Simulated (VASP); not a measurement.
**BaAg2As2 (e600): single point with PBE**

BaAg2As2 (e600):

```
Ba Ag As
1.0
    -2.29197    2.29197    5.70457
     2.29197   -2.29197    5.70457
     2.29197    2.29197   -5.70457
Ba Ag As
1 2 2
Direct
  0.00000 0.00000 0.00000
  0.75000 0.25000 0.50000
  0.25000 0.75000 0.50000
  0.38421 0.38421 0.00000
  0.61579 0.61579 0.00000
```

| Item | Value |
| --- | --- |
| Program | VASP 6.6.1 |
| Task | single point |
| Functional | PBE |
| Potentials or basis | VASP PAW PBE potentials, release 64 (Ba_sv, Ag, As) |
| Cutoff | 520 eV |
| k mesh | 12 × 12 × 12 |
| Occupations | gaussian, width 0.1 eV |
| Spin | no spin polarisation |
| Dipole correction | no |
| Further INCAR settings | ALGO = Fast; EDIFF = 1e-07; NBANDS = 29 |

```json
{
 "Pressure": "0.3 GPa",
 "Largest force": "0.031 eV/Å",
 "Band gap on the k mesh": "none (metal or under the smearing width)"
}
```

Forces on the atoms (eV/Å):
```
Ba   0.000  0.000  0.000
Ag   0.000  0.000  0.000
Ag   0.000  0.000  0.000
As   0.000  0.000 -0.031
As   0.000  0.000  0.031
```

Levels at points of the mesh, in eV from the Fermi level:
```
           k point  band 18  band 19  band 20  band 21  band 22  band 23  band 24  band 25
(0.00, 0.00, 0.00)    -1.90    -1.90    -0.68    -0.68     0.25     1.15     2.27     2.89
(0.50, 0.00, 0.00)    -3.63    -1.83    -1.09    -0.18     0.03     1.65     2.62     2.75
(0.50, 0.50, 0.00)    -2.81    -2.72    -2.32    -2.12     0.08     2.50     2.83     4.53
(0.50, 0.50, 0.50)    -2.12    -1.73    -1.22     0.18     0.62     0.62     1.44     3.31
```

Run time: 16 min on 1 thread of AMD EPYC 9R45 (Zen 5), on a shared host, peak memory 0.74 GiB.

The run has no spin-orbit coupling, so splittings on Ba are missing.
